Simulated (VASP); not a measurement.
```xyz
1
Lattice="-1.5177 1.5177 1.5177 1.5177 -1.5177 1.5177 1.5177 1.5177 -1.5177" Properties=species:S:1:pos:R:3 pbc="T T T"
V      0.0000     0.0000     0.0000
```

Method: MS2 meta-GGA, VASP's PBE PAW potentials (set 64) (plane waves; VASP). Run with 520 eV cut-off, 17×17×17 Γ-centred mesh, first-order Methfessel-Paxton smearing of 0.10 eV, potentials V_sv.

Problem. Give the stress tensor in GPa (positive for a compressed cell).

Solution. 
```
-9.88   0.00   0.00
 0.00  -9.88   0.00
 0.00   0.00  -9.88
```
The pressure is its mean diagonal, -9.88 GPa.

The compound is V in the bcc structure. This cell is one point of a volume scan, at 1.06 of the reference volume. The run is not spin-polarised, so no magnetic state was tried.
